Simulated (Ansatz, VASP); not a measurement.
GaB4 in VASP and in Ansatz

```
Ga B
1.0
     3.72703    0.00000    0.00000
     0.00000    3.72703    0.00000
     0.00000    0.00000    3.72703
Ga B
1 4
Direct
  0.00000 0.00000 0.00000
  0.33516 0.33516 0.33516
  0.66484 0.66484 0.33516
  0.33516 0.66484 0.66484
  0.66484 0.33516 0.66484
```

Change from the starting cell: species swapped into the SnI4 type (P-43m, No. 215).

Alike in both runs: functional PBE; k mesh 10 × 10 × 10; occupations gaussian, width 0.1 eV; no spin polarisation.

Ansatz relaxed the structure, and its values are those at the end. VASP's run is a single point on that final structure, the one shown.

|  | VASP | Ansatz |
| --- | --- | --- |
| version | VASP 6.6.1 | Ansatz 0.2.0 |
| potentials or method | VASP PAW PBE potentials, release 64 (Ga_d, B) | scalar-relativistic, plane waves, PAW |
| plane-wave cutoff (eV) | 520 | 420 |
| valence electrons in the cell | 25 | 25 |

```csv
,VASP,Ansatz,Ansatz less VASP
gap on the k mesh at the Fermi level (eV),none,none,-
pressure (GPa),0.0,0.0,-0.04
rms of the force components (eV/Å),0.007,0.002,-0.0051
```

A gap of «none» marks a metal or a gap that the smearing closes. The functional is the same, so the differences come from potentials, cutoffs and numerics.
